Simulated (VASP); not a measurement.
Consider the following.

```xyz
2
Lattice="0.0000 2.6417 2.6417 2.6417 0.0000 2.6417 2.6417 2.6417 0.0000" Properties=species:S:1:pos:R:3 pbc="T T T"
Ga     0.0000     0.0000     0.0000
P      1.3209     1.3209     1.3209
```

The numbers are results of LDA (Ceperley-Alder, Perdew-Zunger), VASP's LDA PAW potentials (set 64) (plane waves; VASP), not measurements. Numerical set-up: 520 eV cut-off, 9×9×9 Γ-centred mesh, Gaussian smearing of 0.050 eV, potentials Ga_d P.

Q: Give the stress tensor in GPa (positive for a compressed cell).

A: 
```
6.38  0.00  0.00
0.00  6.38  0.00
0.00  0.00  6.38
```
The pressure is its mean diagonal, 6.38 GPa.

The compound is GaP in the zinc blende structure. This cell is one point of a volume scan, at 0.94 of the reference volume.
